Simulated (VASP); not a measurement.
Consider the following.

```xyz
65
Lattice="10.9371 0.0000 0.0000 0.0000 10.9371 0.0000 0.0000 0.0000 10.9371" Properties=species:S:1:pos:R:3 pbc="T T T"
Si     5.4685     0.0000     0.0000
Si     6.8357     1.3671     1.3671
Si     8.2028     2.7343     0.0000
Si     9.5699     4.1014     1.3671
Si     8.2028     0.0000     2.7343
Si     9.5699     1.3671     4.1014
Si     0.0000     0.0000     0.0000
Si     1.3671     1.3671     1.3671
Si     2.7343     2.7343     0.0000
Si     4.1289     4.1063     1.3327
Si     5.4685     5.4685     0.0000
Si     6.8357     6.8357     1.3671
Si     8.2028     8.2028     0.0000
Si     9.5699     9.5699     1.3671
Si     2.7343     0.0000     2.7343
Si     4.1357     1.3778     4.0969
Si     5.4889     2.7838     2.7480
Si     6.7872     4.0651     4.1160
Si     8.2028     5.4685     2.7343
Si     9.5699     6.8357     4.1014
Si     5.4685     0.0000     5.4685
Si     6.8357     1.3671     6.8357
Si     8.2028     2.7343     5.4685
Si     9.5699     4.1014     6.8357
Si     8.2028     0.0000     8.2028
Si     9.5699     1.3671     9.5699
Si     0.0000     5.4685     0.0000
Si     1.3671     6.8357     1.3671
Si     2.7343     8.2028     0.0000
Si     4.1014     9.5699     1.3671
Si     0.0000     2.7343     2.7343
Si     1.3739     4.1025     4.1021
Si     2.7302     5.4729     2.7420
Si     4.0546     6.8053     4.0775
Si     5.4685     8.2028     2.7343
Si     6.8357     9.5699     4.1014
Si     0.0000     0.0000     5.4685
Si     1.3671     1.3671     6.8357
Si     2.6862     2.6951     5.4429
Si     4.1371     4.0521     6.7979
Si     5.4475     5.4726     5.4297
Si     6.8357     6.8357     6.8357
Si     8.2028     8.2028     5.4685
Si     9.5699     9.5699     6.8357
Si     2.7343     0.0000     8.2028
Si     4.1014     1.3671     9.5699
Si     5.4685     2.7343     8.2028
Si     6.8357     4.1014     9.5699
Si     8.2028     5.4685     8.2028
Si     9.5699     6.8357     9.5699
Si     0.0000     8.2028     2.7343
Si     1.3671     9.5699     4.1014
Si     0.0000     5.4685     5.4685
Si     1.3671     6.8357     6.8357
Si     2.7343     8.2028     5.4685
Si     4.1014     9.5699     6.8357
Si     0.0000     2.7343     8.2028
Si     1.3671     4.1014     9.5699
Si     2.7343     5.4685     8.2028
Si     4.1014     6.8357     9.5699
Si     5.4685     8.2028     8.2028
Si     6.8357     9.5699     9.5699
Si     0.0000     8.2028     8.2028
Si     1.3671     9.5699     9.5699
C      4.0795     4.0832     4.1282
```
Cell charge +1.

Calculation: PBE GGA, VASP's PBE PAW potentials (set 64) (plane waves; VASP 6.6.1). Numerical set-up: PREC = Normal, LREAL = Auto, ISYM = 0, NELECT = 259.0, EDIFF = 1E-5, 400 eV cut-off, 1×1×1 Γ-centred mesh, Gaussian smearing of 0.050 eV, potentials Si C. Starting moments (MAGMOM): 65*0.0154. The cell's moment is fixed (NUPDOWN = 1).

The cell is charged, with a uniform compensating background. The supercell is sampled at Γ alone, which is coarse: total energies, pressure and levels can be off, energies of defects by several tenths of an eV.

Question: The ions are relaxed. Give the cell that the relaxation ends in.

Answer: 
```xyz
65
Lattice="10.9371 0.0000 0.0000 0.0000 10.9371 0.0000 0.0000 0.0000 10.9371" Properties=species:S:1:pos:R:3 pbc="T T T"
Si     5.4940    10.8875    10.9219
Si     6.8706     1.3287     1.3273
Si     8.2491     2.7039    10.9202
Si     9.5717     4.0980     1.3171
Si     8.2201    10.9176     2.7346
Si     9.5738     1.3718     4.0853
Si    10.9317    10.9318    10.8882
Si     1.3440     1.3487     1.3372
Si     2.7228     2.7250     0.0053
Si     4.0985     4.0976     1.3351
Si     5.4747     5.4728     0.0080
Si     6.8505     6.8530     1.3399
Si     8.2015     8.2047    10.8880
Si     9.5651     9.5692     1.3261
Si     2.7322    10.9019     2.6749
Si     4.1299     1.3099     3.9828
Si     5.4922     2.7072     2.6588
Si     6.8906     4.0715     3.9807
Si     8.2386     5.4684     2.6767
Si     9.5594     6.8325     4.0826
Si     5.4556     0.0058     5.4424
Si     6.8197     1.3821     6.7991
Si     8.1941     2.7472     5.4409
Si     9.5683     4.1022     6.7976
Si     8.2060    10.9307     8.1471
Si     9.5878     1.3610     9.5004
Si    10.8926     5.4951    10.9213
Si     1.3283     6.8723     1.3320
Si     2.7071     8.2417    10.9208
Si     4.1003     9.5635     1.3185
Si    10.9044     2.7310     2.6832
Si     1.3139     4.1318     3.9874
Si     2.7114     5.4895     2.6602
Si     4.0691     6.8862     3.9888
Si     5.4691     8.2325     2.6854
Si     6.8299     9.5627     4.0858
Si     0.0592     0.0602     5.4572
Si     1.5043     1.5053     6.7803
Si     2.8613     2.8546     5.1998
Si     4.1030     4.0975     7.4353
Si     5.3497     5.3407     5.1991
Si     6.6965     6.6974     6.7795
Si     8.1416     8.1414     5.4575
Si     9.5683     9.5685     6.7742
Si     2.7619     0.0240     8.1665
Si     4.0872     1.3042     9.6361
Si     5.5702     2.6294     8.3908
Si     6.8961     4.1115     9.6350
Si     8.1754     5.4389     8.1659
Si     9.5479     6.8396     9.5040
Si    10.9162     8.2233     2.7343
Si     1.3692     9.5808     4.0813
Si     0.0052     5.4581     5.4395
Si     1.3752     6.8269     6.7970
Si     2.7442     8.1962     5.4380
Si     4.0989     9.5680     6.7983
Si     0.0268     2.7634     8.1652
Si     1.3065     4.0932     9.6307
Si     2.6308     5.5709     8.3780
Si     4.1106     6.8912     9.6315
Si     5.4383     8.1732     8.1659
Si     6.8372     9.5509     9.5004
Si    10.9303     8.2070     8.1523
Si     1.3610     9.5873     9.5049
C      4.1172     4.0854     5.6605
```
Cell charge +1. The cell ends with 1.00 μB, on the first 30 sites 0.00 0.01 0.00 0.01 0.01 0.01 0.01 0.00 0.00 0.01 0.00 0.00 0.01 0.01 0.01 0.01 0.00 0.01 0.01 0.01 0.01 0.00 0.01 0.01 0.01 0.01 0.00 0.01 0.00 0.01 μB.

Question: How much energy does the relaxation gain?

Answer: The energy (σ→0) changes by -46.1 meV/atom, in 54 ionic steps.

The cell is a supercell with a defect, built from Si (diamond): C_i, charge +1.
